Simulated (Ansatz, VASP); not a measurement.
**Ti (Titanium): VASP beside Ansatz**

Aim: how closely do two programs agree when they are given the same cell, functional and k mesh? Of the first pair: The cell is taken from a series of runs on this material, whose earlier steps may have relaxed, scaled, displaced or heated it; both programs get it as it stands.

Method: plane waves, with VASP 6.6.1 beside it; relaxation of cell and atoms at LDA and elastic constants at LDA, in Ansatz 0.2.0.

## 1. The structure

It takes space group P6_3/mmc (No. 194, hexagonal). Conventional cell: a = 2.850 Å, b = 2.850 Å, c = 4.520 Å, α = 90.00°, β = 90.00°, γ = 120.00°. Nearest to Ti lie 12 Ti at 2.80 to 2.85 Å.

## 2. Ansatz: relaxation of cell and atoms, LDA

Ansatz runs on its default PAW (the set named soft_2) files.

The relaxed volume is the usual yardstick between codes: in a stiff, nearly cubic crystal its relative difference is about their pressure difference at one cell divided by the bulk modulus.

File input.yaml:

```yaml
crystal:
  lattice:
    - [2.8504318095, 0.0, 0.0]
    - [-1.4252159047, 2.4685463587, 0.0]
    - [0.0, 0.0, 4.5204672823]
  atoms:
    - { symbol: Ti, position: [0.3333333333, 0.6666666667, 0.25] }
    - { symbol: Ti, position: [0.6666666667, 0.3333333333, 0.75] }
kpoints:
  mp_grid: { grid: [9, 9, 6] }
hamiltonian:
  xc: lda
scf:
  occupations: { method: gaussian, width: 0.1 }
output:
  forces: true
  stress: true
  eigenvalues: true
basis:
  ecutwfc: 260.0
relax:
  adjacent_minimum: "off"
  f_tol: 0.005
  max_steps: 80
  cell: { stress_tol: 0.05 }
```

Command:

```
$ ansatz run input.yaml --threads 4 --pin off --max-ram 14336MiB --backend cpu --events-out ev --progress --plain --runs-dir out
```

Numbers of over 12 decimals in the logs are rounded to 6 here.

The program printed:

```text
Warning: basis.ecutwfc = 260 eV is below the records' recommended 420 eV, and the density's cutoff is lower with it unless basis.ecutrho_ratio is high enough to keep the records' density cutoff: compare with a run at a higher cutoff
Engine: ansatz 0.2.0, aarch64-unknown-linux-gnu
Pseudopotentials: kind: paw
Pseudopotential: Ti, paw, valence charge 12, recommended cutoff 420 eV (normal), Ti.paw.azcp
Functional definition: SPW92
  exchange = slater_x
  correlation = pw_c
Crystal: 2 atoms, lattice volume = 31.808 Å³
Basis set: ecut = 260 eV, 311 PW (Γ)
Bands: 16, of which v1, the nominal top of the filled ones, is band 12 counted from 1 (11 counted from 0)
Symmetry: 24 space group operations
Space group: P63/mmc (ITA 194), of the structure as read, at distance tolerance 3.2e-5 Å
k-points: 48 of 486
Non-local potential: Ti, projectors of the file, l = 0: 3, l = 1: 2, l = 2: 3, l = 3: 1
PAW form: soft (Blöchl's): semilocal exchange-correlation on the pseudo side does not see the compensation charge
PAW frozen core: Ti, regenerated for the run's functional, and the local potential with it (the file was generated under x = pbe(κ = 0.804, μ = 0.219515), c = pbe(β = 0.066725))
PAW one-centre angular grid: Ti, 590 points (default); XC on 64 Gauss nodes
Initial density: superposition of atomic densities (neutral atoms: chi_scale 0, normalization atom), corrected by the library's trained network
Initial wavefunctions: pseudopotential atomic-orbital guess
Functional: x = slater, c = lda
SCF iter   1: F=—  HF=-4899.193377 eV  |F-HF|=—  |Δ(HF+E_count)|=         —  Δρ=2.43e-2  dr2=7.99e-2  ethr=1.77e-3  ⟨swp⟩=3.3  Hψ=3079  notcnv=0
preconditioner: auto → none  [metal: Δε(μ)=0.056 eV  Ē_g=3.066 eV  σ=0.100 eV  W_gap=0.29  n_scr=8 (ndim 8)  ℏωp=18.6 eV  f_vac=0.000  D(μ)=1.44/eV (n_scr^D=10)  sad-step TF]
SCF iter   2: F=—  HF=-4899.124208 eV  |F-HF|=—  |Δ(HF+E_count)|=   6.92e-2  Δρ=8.26e-3  dr2=5.59e-3  ethr=3.33e-4  ⟨swp⟩=2.2  Hψ=1818  notcnv=0  defer=4
SCF iter   3: F=—  HF=-4899.119217 eV  |F-HF|=—  |Δ(HF+E_count)|=   4.99e-3  Δρ=1.23e-3  dr2=9.40e-5  ethr=2.33e-5  ⟨swp⟩=2.0  Hψ=1527  notcnv=0  defer=4
SCF iter   4: F=—  HF=-4899.119390 eV  |F-HF|=—  |Δ(HF+E_count)|=   1.74e-4  Δρ=1.22e-4  dr2=2.15e-6  ethr=3.92e-7  ⟨swp⟩=2.0  Hψ=1338  notcnv=0  defer=4
iter 5 did not close the SCF: its close was put off for the readings that it lacked (scf_convergence_deferred on its scf_iter line)
SCF iter   5: F=-4899.119394 eV  HF=-4899.119394 eV  |F-HF|=5.22e-9  |Δ(HF+E_count)|=   3.56e-6  Δρ=1.83e-5  dr2=6.90e-8  ethr=8.95e-9  ⟨swp⟩=2.0  Hψ=1233  notcnv=0  defer=4
SCF iter   6: F=-4899.119394 eV  HF=-4899.119394 eV  |F-HF|=4.37e-11  |Δ(HF+E_count)|=   1.79e-8  Δρ=1.23e-6  dr2=1.61e-10  ethr=2.87e-10  ⟨swp⟩=1.9  Hψ=2362  notcnv=0
the search or the solves at the SCF's close seem to have found levels that the self-consistency loop had missed (the run counts 1). By its estimate they hold under 1e-12 electrons; where the run keeps them, the occupations were computed again with them
SCF 1 converged in 6 iterations: F = -4899.119394 eV  dr2 = 1.61e-10
  greatest PAW one-centre occupation: 1.017 electrons in one spin orbital (limit 2), on the Ti atom at site 1 (counted from 0), in its partial waves of l = 1
relax step   1: F+E_penalty+E_count = -4899.11939388 eV  Δ(F+E_penalty+E_count) = +0.000e0 eV  max|allowed force component| = 4.626e-16 eV/Å  Δτ_max = 0.0000 Å  P = -0.207 GPa  Ω = 31.808 Å³  (6 SCF iters, dr2 threshold 1.00e-7 eV, accepted)
[...]
relax step  10: F+E_penalty+E_count = -4899.11404330 eV  Δ(F+E_penalty+E_count) = -1.982e-3 eV  max|allowed force component| = 1.665e-16 eV/Å  Δτ_max = 0.0000 Å  P = +0.022 GPa  Ω = 31.780 Å³  stress off target by 6.16e-2 GPa  SCF on the basis re-selected at this cell (its energy is not comparable with the rows above)  (8 SCF iters)
[...]
relax step  11: F+E_penalty+E_count = -4899.11344076 eV  Δ(F+E_penalty+E_count) = +6.025e-4 eV  max|allowed force component| = 3.146e-16 eV/Å  Δτ_max = 0.0000 Å  P = -0.002 GPa  Ω = 31.782 Å³  energy of the carried Pulay correction = -6.050e-4 eV  (6 SCF iters, accepted)
[...]
relax step  12: F+E_penalty+E_count = -4899.11291750 eV  Δ(F+E_penalty+E_count) = +5.233e-4 eV  max|allowed force component| = 2.498e-16 eV/Å  Δτ_max = 0.0000 Å  P = +0.017 GPa  Ω = 31.782 Å³  stress off target by 4.87e-2 GPa  SCF on the basis re-selected at this cell (its energy is not comparable with the rows above)  (8 SCF iters)
basis re-selected at this cell: Δ(F+E_penalty+E_count) = +5.233e-4 eV, ΔP = +0.019 GPa vs the last step (what re-selecting the basis moved, of the pressure what is left beyond the Pulay correction that the steps carried, after the strain that the cell walked since its last selection, with what the two solves' SCF thresholds leave and, on support functions, any second-order correction that the steps lacked; it is no m [...]
SCF converged after 8 iterations
Free energy (F): -4899.112918 eV
Harris-Foulkes:  -4899.112918 eV  (|F-HF|=0.00e0)
Internal energy: -4899.105781 eV  (E = F + TS)
E sigma→0 (E₀):  -4899.109349 eV
Entropy (-TS):   -0.007137 eV (-3.568 meV/atom)
Fermi energy:    14.459829 eV
--- Per-component energies (eV) ---
  E_band       = -284.771336
  E_kinetic    = 554.275439
  E_local      = -1535.455453  (includes V_loc(G=0)·N_el)
  E_nonlocal   = 24.662141
  E_hartree    = 634.863004
  E_xc         = -195.482382
  E_vxc        = -246.135364  (∫ρ·V_xc dr)
  E_paw        = -2000.952897  (= ΣΔE_a)
  E_vpaw       = -351.847332  (= ΣTr[D̂ρ^β])
  E_aug_tail   = 0.003224  (compensation charges beyond the density's cutoff)
  E_ewald      = -2381.670758
  E_core_change = 0.651901  (= ΣΔE_core)
  E_smearing   = -0.007137  (= −TS)
  E_closure    = -0.000000  (closes the sum)
  Σ components = -4899.112918   (vs F -4899.112918, Δ=0.00e0)
--- Forces (eV/Å), atoms counted from 1 ---
  atom   1  Ti    -0.00000000    -0.00000000    -0.00000000
  atom   2  Ti     0.00000000     0.00000000     0.00000000
  max |Σ_I F_I| component: 1.85e-17 eV/Å
--- Stress (GPa, compression-positive) ---
        0.048667       0.000000      -0.000000
        0.000000       0.048667       0.000000
       -0.000000       0.000000      -0.045114
  P = ⅓ Tr σ = 0.0174 GPa (0.174 kbar)
--- Band table (eV; the first three rows and the last of 48) ---
  k-point 0: bands = [... 8 lower, 8.1779, 11.5823, 15.2406, 15.2406, 15.4342, 15.6800, 15.7591, 15.7591]
  k-point 1: bands = [... 8 lower, 8.4326, 11.5315, 15.1268, 15.1268, 15.2469, 15.2590, 15.6230, 15.6230]
  k-point 2: bands = [... 8 lower, 9.1494, 11.0886, 14.6513, 14.8924, 15.0405, 15.0405, 15.3766, 15.3766]
  k-point 47: bands = [... 8 lower, 13.1140, 13.1140, 13.2428, 13.2428, 14.3139, 14.3139, 16.2293, 16.2293]
--- Relaxed structure (7 steps of the walk, 6 accepted, 5 SCFs on fresh bases) ---
  F+E_penalty+E_count = -4899.11291750 eV   max|allowed force component| = 2.498e-16 eV/Å   (the final SCF, on the basis selected at the relaxed cell)
  cell:  # Å, volume = 31.7818 Å³
    - [2.853682, -2.8900417457037254e-11, 0]
    - [-1.426841, 2.471361, 0]
    - [0, 0, 4.506467]
  atoms:
    - { symbol: Ti, position: [0.333333, 0.666667, 0.25] }
    - { symbol: Ti, position: [0.666667, 0.333333, 0.750000] }
```

## 3. VASP: relaxation of cell and atoms, LDA

The same cell, functional (in two slightly different forms), mesh and smearing now go to VASP, with its own data sets.

Lines of VASP's logs that name or quote its potential files are left out, and so is its time.

File INCAR:

```
SYSTEM = Ti
PREC = Accurate
ENCUT = 500
EDIFF = 1E-07
NELM = 120
ISMEAR = 0
SIGMA = 0.1
LREAL = .FALSE.
ALGO = Normal
GGA = CA
NBANDS = 18
LASPH = .TRUE.
LORBIT = 11
LWAVE = .FALSE.
LCHARG = .FALSE.
ISIF = 3
IBRION = 2
NSW = 80
EDIFFG = -0.005
GGA_COMPAT = .FALSE.
NELMIN = 4
KPAR = 2
```

File POSCAR:

```
Ti
1.0
    2.8504320000      0.0000000000      0.0000000000
   -1.4252160000      2.4685460000      0.0000000000
    0.0000000000      0.0000000000      4.5204670000
Ti
2
Direct
    0.3333334684      0.6666669367      0.2500000553
    0.6666667342      0.3333334684      0.7499999447
```

File KPOINTS:

```
Automatic mesh
0
Gamma
9 9 6
0 0 0
```

The projector-augmented-wave data sets are Ti_sv (LDA family, release 64).

Command:

```
$ mpirun -np 2 vasp_std
```

The program printed:

```text
[banner, memory and clock lines left out]
running    2 mpi-ranks, on    1 nodes
 distrk:  each k-point on    1 cores,    2 groups
 distr:  one band on    1 cores,    1 groups

 POSCAR found type information on POSCAR Ti
 POSCAR found :  1 types and       2 ions
 LDA part: xc-table for (Slater(with rela. corr.)+CA(PZ))
 , standard interpolation
 POSCAR, INCAR and KPOINTS ok, starting setup
 FFT: planning ... GRIDC
 FFT: planning ... GRID_SOFT
 FFT: planning ... GRID
 WAVECAR not read
 entering main loop
       N       E                     dE             d eps       ncg     rms          rms(c)
DAV:   1     0.256799173611E+03    0.25680E+03   -0.12941E+04  1728   0.165E+03
DAV:   2     0.111031800280E+02   -0.24570E+03   -0.24246E+03  1768   0.456E+02
DAV:   3    -0.178637087380E+02   -0.28967E+02   -0.28647E+02  3240   0.129E+02
DAV:   4    -0.189289202376E+02   -0.10652E+01   -0.10624E+01  1950   0.263E+01
DAV:   5    -0.189791845919E+02   -0.50264E-01   -0.50251E-01  2724   0.411E+00    0.127E+01
DAV:   6    -0.171088295338E+02    0.18704E+01   -0.66809E+00  2054   0.272E+01    0.342E+00
DAV:   7    -0.170873741445E+02    0.21455E-01   -0.75608E-01  2602   0.648E+00    0.206E+00
DAV:   8    -0.171164985021E+02   -0.29124E-01   -0.23835E-01  1964   0.608E+00    0.774E-01
DAV:   9    -0.171070474550E+02    0.94510E-02   -0.50578E-02  1976   0.258E+00    0.862E-02
DAV:  10    -0.171075519156E+02   -0.50446E-03   -0.33683E-03  2478   0.385E-01    0.911E-02
DAV:  11    -0.171075555404E+02   -0.36248E-05   -0.21051E-04  2264   0.132E-01    0.392E-02
DAV:  12    -0.171075445204E+02    0.11020E-04   -0.44274E-05  2020   0.639E-02    0.294E-03
DAV:  13    -0.171075444370E+02    0.83468E-07   -0.20189E-06  2340   0.102E-02    0.338E-03
DAV:  14    -0.171075447271E+02   -0.29019E-06   -0.74144E-07  1816   0.802E-03    0.133E-03
DAV:  15    -0.171075446970E+02    0.30112E-07   -0.59171E-08  1062   0.194E-03
   1 F= -.17107545E+02 E0= -.17103430E+02  d E =-.171075E+02
[...]
2 F= -.17108263E+02 E0= -.17104169E+02  d E =-.718320E-03
[...]
3 F= -.17109008E+02 E0= -.17104907E+02  d E =-.146307E-02
[...]
4 F= -.17109192E+02 E0= -.17105239E+02  d E =-.184594E-03
 trial-energy change:   -0.000185  1 .order   -0.000183   -0.000250   -0.000117
 step:   1.6306(harm=  1.7193)  dis= 0.00000  next Energy=   -17.109238 (dE=-0.231E-03)
 bond charge predicted
       N       E                     dE             d eps       ncg     rms          rms(c)
DAV:   1    -0.171098522118E+02   -0.65983E-03   -0.30383E-02  1844   0.237E+00    0.179E-01
DAV:   2    -0.171094067985E+02    0.44541E-03   -0.17430E-03  1728   0.494E-01    0.883E-02
DAV:   3    -0.171092423542E+02    0.16444E-03   -0.47930E-04  2414   0.215E-01    0.125E-02
DAV:   4    -0.171092432739E+02   -0.91969E-06   -0.41426E-05  1904   0.841E-02    0.619E-03
DAV:   5    -0.171092431428E+02    0.13113E-06   -0.19165E-06  2530   0.123E-02    0.228E-03
DAV:   6    -0.171092431316E+02    0.11183E-07   -0.23406E-07  1352   0.627E-03
   5 F= -.17109243E+02 E0= -.17105405E+02  d E =-.235364E-03
 curvature:  -0.90 expect dE=-0.540E-06 dE for cont linesearch -0.430E-06
 trial: gam=-0.04351 g(F)=  0.616E-40 g(S)=  0.602E-06 ort = 0.117E-04 (trialstep = 0.106E+01)
 search vector abs. value=  0.124E-06
 reached required accuracy - stopping structural energy minimisation
```

Parts of OUTCAR (step 3):

```text
ion  position               nearest neighbor table
   1  0.333  0.667  0.250-   2 2.80   2 2.80   2 2.80   2 2.80   2 2.80   2 2.80
   2  0.667  0.333  0.750-   1 2.80   1 2.80   1 2.80   1 2.80   1 2.80   1 2.80

  LATTYP: Found a hexagonal cell.
 ALAT       =     2.8504320000
 C/A-ratio  =     1.5858883846

 Subroutine GETGRP returns: Found 24 space group operations
 (whereof 12 operations were pure point group operations)

The static configuration has the point symmetry D_3d.
 The point group associated with its full space group is D_6h.

 Found     48 irreducible k-points:

   k-points           NKPTS =     48   k-points in BZ     NKDIM =     48   number of bands    NBANDS=     18

   dimension x,y,z NGX =    24 NGY =   24 NGZ =   36
   dimension x,y,z NGXF=    48 NGYF=   48 NGZF=   72

   ENCUT  =  500.0 eV  36.75 Ry    6.06 a.u.   5.20  5.20  8.24*2*pi/ulx,y,z

   NELECT =      24.0000    total number of electrons

 k-points in reciprocal lattice and weights: Automatic mesh
   0.00000000  0.00000000  0.00000000       0.002
   0.11111111  0.00000000  0.00000000       0.012
   0.22222222  0.00000000  0.00000000       0.012
   0.33333333  0.00000000  0.00000000       0.012
   0.44444444  0.00000000  0.00000000       0.012
   0.11111111  0.11111111  0.00000000       0.012
   0.22222222  0.11111111  0.00000000       0.025
   0.33333333  0.11111111  0.00000000       0.025
   0.44444444  0.11111111  0.00000000       0.012
[...]
0.33333333  0.22222222  0.50000000       0.025
   0.33333333  0.33333333  0.50000000       0.004

 average (electrostatic) potential at core
       1 -71.5509       2 -71.5509

 E-fermi :   8.9256

 k-point     1 :       0.0000    0.0000    0.0000
  band No.  band energies     occupation
    ...
      6     -23.2436      2.00000
      7     -23.2104      2.00000
      8     -23.2103      2.00000
      9       2.6496      2.00000
     10       6.0697      2.00000
     11       9.7213      0.00000
     12       9.7213      0.00000
     13       9.9094      0.00000
     14      10.1242      0.00000
     15      10.2925      0.00000
    ...

 k-point     2 :       0.1111    0.0000    0.0000
  band No.  band energies     occupation
    ...
      6     -23.2845      2.00000
      7     -23.2593      2.00000
      8     -23.2192      2.00000
      9       3.0187      2.00000
     10       6.3540      2.00000
     11       9.2061      0.00007
     12       9.3659      0.00000
     13       9.9902      0.00000
     14      10.0893      0.00000
     15      10.3141      0.00000
    ...

 k-point     3 :       0.2222    0.0000    0.0000
  band No.  band energies     occupation
    ...
      8     -23.2443      2.00000
      9       4.0264      2.00000
     10       6.9440      2.00000
     11       8.2490      2.00000
     12       8.5540      2.00000
     13       9.7517      0.00000
     14       9.9993      0.00000
     15      10.1590      0.00000
     16      10.7362      0.00000
     17      10.9196      0.00000
    ...

  Total        0.0002218      0.0002218     -0.0049877      0.0000000      0.0000000      0.0000000
  in kB        0.0110602      0.0110602     -0.2487509      0.0000000      0.0000000      0.0000000
  external PRESSURE =      -0.0755435 kB  Pullay stress =       0.0000000 kB

  energy-cutoff  :      500.00
  volume of cell :       32.13
      direct lattice vectors                 reciprocal lattice vectors
     2.867192280 -0.000000000  0.000000000     0.348773261  0.201364379  0.000000000
    -1.433596140  2.483060819 -0.000000000    -0.000000000  0.402728758  0.000000000
     0.000000000 -0.000000000  4.512334512    -0.000000000 -0.000000000  0.221614776

 POSITION                                       TOTAL-FORCE (eV/Angst)
 -----------------------------------------------------------------------------------
      0.00000      1.65537      1.12808        -0.000000      0.000000      0.000000
      1.43360      0.82769      3.38425         0.000000     -0.000000     -0.000000
 -----------------------------------------------------------------------------------
    total drift:                               -0.000000     -0.000899      0.000316

  FREE ENERGIE OF THE ION-ELECTRON SYSTEM (eV)
  ---------------------------------------------------
  free  energy   TOTEN  =       -17.1092431316 eV

  energy  without entropy=      -17.1015672193  energy(sigma->0) =      -17.10540518

 reached required accuracy - stopping structural energy minimisation

 total charge
# of ion       s       p       d       tot
------------------------------------------
    1        2.270   6.132   1.973  10.374
    2        2.270   6.132   1.973  10.374
--------------------------------------------------
tot          4.539  12.264   3.945  20.749

[... 3 further parts left out ...]
```

The run keeps the 24 symmetry operations of its start, so it cannot find a distortion of lower symmetry.

## 4. Side by side

Known differences besides the potentials themselves: the two LDA forms differ slightly; the cutoff is 260 eV in Ansatz and 500 eV in VASP; VASP's log shows a relativistic correction to its local exchange, Ansatz's none; Ansatz adds a Pulay correction to the stress that steers its cell, VASP none; Ansatz's log warns that its cutoff lies below the recommended one. Total energies have different zeros and are not compared.

Both answers:

| quantity | Ansatz | VASP | difference |
| --- | --- | --- | --- |
| volume (Å³) | 31.78 | 32.13 | -1.07 % |
| edge a after relaxation, in the typed setting (Å) | 2.854 | 2.867 | -0.47 % |
| edge c after relaxation, in the typed setting (Å) | 4.506 | 4.512 | -0.13 % |

[end of part 1 of 2]

[Lines on the potential files, build, host, timing and source positions are cut from VASP's logs without a mark.]

[Logs are printed without paths, hosts, clocks, repeated set-up lines and the standing remarks that a program may print on its own settings, such as how far it seeks lower states.]

[Hosts, paths, dates, database ids (printed as entryN), source tags and the programs' standing remarks are cut or masked in the printed files.]
